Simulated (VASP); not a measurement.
Data:

```
CELL_PARAMETERS angstrom
      0.00000     2.73061     2.73061
      2.73061     0.00000     2.73061
      2.73061     2.73061     0.00000
ATOMIC_POSITIONS crystal
  Ce 0.00000 0.00000 0.00000
  O  0.25000 0.25000 0.25000
  O  0.75000 0.75000 0.75000
```

Computed with modified Becke-Johnson potential (mBJ), VASP's PBE PAW potentials (set 64) (plane waves; VASP 6.6.1). Numerical set-up: 520 eV cut-off, 6×6×6 Γ-centred mesh, Gaussian smearing of 0.050 eV, potentials Ce O.

mBJ is a potential without an energy functional, so only the levels count.

Problem. Estimate the band gap (over mesh and band path) with the smallest direct gap where there is one.

Solution. 
band gap (over mesh and band path): 2.00 eV
smallest direct gap (over mesh and band path): 2.08 eV

The absolute energy has meaning only against runs of the same code, potentials and settings.

The compound is CeO2 in the fluorite structure. It was relaxed first. The cell's shape comes from a PBE relaxation. The run is not spin-polarised, so no magnetic state was tried.
